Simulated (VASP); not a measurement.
Consider the following.

```
CELL_PARAMETERS angstrom
      0.00000     2.30725     2.30725
      2.30725     0.00000     2.30725
      2.30725     2.30725     0.00000
ATOMIC_POSITIONS crystal
  Pb 0.00000 0.00000 0.00000
```

Level of theory: PBE GGA, VASP's PBE PAW potentials (set 64) (plane waves; VASP). Numerical set-up: 500 eV cut-off, 14×14×14 Γ-centred mesh, first-order Methfessel-Paxton smearing of 0.10 eV, potentials Pb_d.

Energy and stress use the plane-wave basis of the starting cell.

Q: The ions, cell shape and volume at an external pressure of 30.0 GPa are relaxed. What does this cell relax into?

A: 
```
CELL_PARAMETERS angstrom
      0.00000     2.25391     2.25391
      2.25391     0.00000     2.25391
      2.25391     2.25391     0.00000
ATOMIC_POSITIONS crystal
  Pb 0.00000 0.00000 0.00000
```
Space group Fm-3m (225), at a tolerance of 0.03 Å.

Q: How do energy and volume change from the first to the last step?

A: The energy (σ→0) changes by +255.8 meV/atom and the volume by -6.8 %, in 4 ionic steps.

The compound is Pb in the fcc structure. This run relaxes it under an external pressure of 30 GPa. Symmetry was kept, so distortions that lower it aren't found.
